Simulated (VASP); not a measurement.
These are PBEsol GGA, VASP's PBE PAW potentials (set 64) (plane waves; VASP 6.6.1) values and carry that method's errors.

A VASP calculation is set up with these files.

KPOINTS:
```
kpoints
0
G
12 12 6
0 0 0
```

INCAR:
```
# general
SYSTEM  = Ca2H3Br
PREC    = Accurate
ENCUT   = 400
LREAL   = F
LASPH   = T
NBANDS  = 57

# electronic loop
EDIFF   = 1E-7
NELM    = 100
ALGO    = Normal
LMAXMIX = 4

# smearing
ISMEAR  = 0
SIGMA   = 0.01

# functional
GGA     = PS

# output
LWAVE   = F
LCHARG  = F
NEDOS   = 1001

# other
LOPTICS = T
CSHIFT  = 0.1
```

File POSCAR:
```
Ca2H3Br
1
    3.8486891267    -0.0000000000     0.0000000000
   -1.9243445633     3.3330623735     0.0000000000
    0.0000000000    -0.0000000000     6.7350337758
Ca H Br
2 3 1
Direct
  0.6666670000   0.3333330000   0.1869210913
  0.3333330000   0.6666670000   0.8130789087
  0.6666670000   0.3333330000   0.8508822949
  0.3333330000   0.6666670000   0.1491177051
  0.0000000000   1.0000000000   0.0000000000
  0.0000000000   1.0000000000   0.5000000000
```

POTCAR, in this order: Ca_sv H Br (PBE.64 set). Program: vasp_std.

What VASP printed:

**OUTCAR**
```
 ion  position               nearest neighbor table
   1  0.667  0.333  0.187-
   2  0.333  0.667  0.813-
   3  0.667  0.333  0.851-
   4  0.333  0.667  0.149-
   5  0.000  0.000  0.000-
   6  0.000  0.000  0.500-
  LATTYP: Found a hexagonal cell.
 ALAT       =     3.8486891267
 C/A-ratio  =     1.7499552586
 Subroutine PRICEL returns:
 Original cell was already a primitive cell.
 Subroutine GETGRP returns: Found 12 space group operations
The static configuration has the point symmetry D_3d.
The dynamic configuration has the point symmetry D_3d.
 Subroutine INISYM returns: Found 12 space group operations
 Subroutine IBZKPT returns following result:
 Found    100 irreducible k-points:

 Following reciprocal coordinates:
            Coordinates               Weight
  0.000000  0.000000  0.000000      1.000000
  0.083333  0.000000  0.000000      6.000000
  0.166667  0.000000  0.000000      6.000000
  0.250000  0.000000  0.000000      6.000000
  0.333333  0.000000  0.000000      6.000000
  0.416667  0.000000  0.000000      6.000000
  0.500000  0.000000  0.000000      3.000000
  0.083333  0.083333  0.000000      6.000000
  0.166667  0.083333  0.000000     12.000000
  0.250000  0.083333  0.000000     12.000000
  0.333333  0.083333  0.000000     12.000000
  0.416667  0.083333  0.000000     12.000000
  0.166667  0.166667  0.000000      6.000000
  0.250000  0.166667  0.000000     12.000000
  0.333333  0.166667  0.000000     12.000000
  0.416667  0.166667  0.000000      6.000000
  0.250000  0.250000  0.000000      6.000000
  0.333333  0.250000  0.000000     12.000000
  0.333333  0.333333  0.000000      2.000000
...
```

File OSZICAR:
```
       N       E                     dE             d eps       ncg     rms          rms(c)
DAV:   1     0.260649627197E+03    0.26065E+03   -0.96060E+03 11424   0.402E+02
DAV:   2    -0.634457631767E+01   -0.26699E+03   -0.24822E+03 12656   0.163E+02
DAV:   3    -0.228840157887E+02   -0.16539E+02   -0.16120E+02 17580   0.373E+01
DAV:   4    -0.234068765797E+02   -0.52286E+00   -0.52086E+00 14192   0.504E+00
DAV:   5    -0.234175427084E+02   -0.10666E-01   -0.10665E-01 13519   0.603E-01    0.738E+00
DAV:   6    -0.222808146442E+02    0.11367E+01   -0.10144E-01 14443   0.261E+00    0.396E+00
DAV:   7    -0.218518188742E+02    0.42900E+00   -0.29178E-01 13432   0.274E+00    0.768E-01
DAV:   8    -0.218572586633E+02   -0.54398E-02   -0.13535E-01 13297   0.117E+00    0.431E-01
DAV:   9    -0.218571110301E+02    0.14763E-03   -0.38445E-03 13556   0.224E-01    0.144E-01
DAV:  10    -0.218570949677E+02    0.16062E-04   -0.49599E-04 13884   0.111E-01    0.555E-02
DAV:  11    -0.218571199228E+02   -0.24955E-04   -0.79029E-05 12894   0.361E-02    0.149E-02
DAV:  12    -0.218571134452E+02    0.64777E-05   -0.41650E-06 13229   0.851E-03    0.393E-03
DAV:  13    -0.218571141217E+02   -0.67658E-06   -0.17967E-06 14021   0.420E-03    0.120E-03
DAV:  14    -0.218571140967E+02    0.25080E-07   -0.10887E-07 12718   0.121E-03
   1 F= -.21857114E+02 E0= -.21857114E+02  d E =-.800704E-15
 imaginary and real dielectric function
```

**OUTCAR**
```
------------------------ aborting loop because EDIFF is reached ----------------------------------------
  FORCE on cell =-STRESS in cart. coord.  units (eV):
  Direction    XX          YY          ZZ          XY          YZ          ZX
  --------------------------------------------------------------------------------------
  Total        0.0056955      0.0056955     -0.0228932      0.0000000      0.0000000      0.0000000
  in kB        0.1056209      0.1056209     -0.4245426      0.0000000      0.0000000      0.0000000
  external PRESSURE =      -0.0711003 kB  Pullay stress =       0.0000000 kB
  volume of cell :       86.40
      direct lattice vectors                 reciprocal lattice vectors
     3.848689127  0.000000000  0.000000000     0.259828728  0.150012194  0.000000000
    -1.924344563  3.333062373  0.000000000     0.000000000  0.300024388  0.000000000
     0.000000000  0.000000000  6.735033776     0.000000000  0.000000000  0.148477355
 POSITION                                       TOTAL-FORCE (eV/Angst)
 -----------------------------------------------------------------------------------
      1.92435      1.11102      1.25892         0.000000      0.000000     -0.007815
     -0.00000      2.22204      5.47611         0.000000      0.000000      0.007815
      1.92435      1.11102      5.73072        -0.000000      0.000000     -0.003557
     -0.00000      2.22204      1.00431         0.000000      0.000000      0.003557
      0.00000      0.00000      0.00000        -0.000000      0.000000      0.000000
      0.00000      0.00000      3.36752        -0.000000      0.000000      0.000000
 -----------------------------------------------------------------------------------
    total drift:                                0.000000      0.000000      0.000000
  FREE ENERGIE OF THE ION-ELECTRON SYSTEM (eV)
  ---------------------------------------------------
  free  energy   TOTEN  =       -21.8571140967 eV

  energy  without entropy=      -21.8571140967  energy(sigma->0) =      -21.85711410

 plasma frequency squared (from intraband transitions) (eV^2)
  --------------------------------------------------------------------------------------
       0.000       0.000       0.000
       0.000       0.000       0.000
       0.000       0.000       0.000

 plasma frequency squared (from interband transitions, int dw w eps(2)(w)) (eV^2)
  --------------------------------------------------------------------------------------
     378.544       0.000       0.000      -0.000       0.000       0.000
       0.000       0.000     378.544       0.000      -0.000      -0.000
       0.000      -0.000      -0.000       0.000     378.479       0.000
```
(Selected blocks of OUTCAR.)

The dielectric response may not be converged in the k-mesh; for small gaps it tends to come out too large.

The structure comes from a computed database's Ca2H3Br entry (P-3m1); how it stands against other phases isn't given here. It was relaxed first.
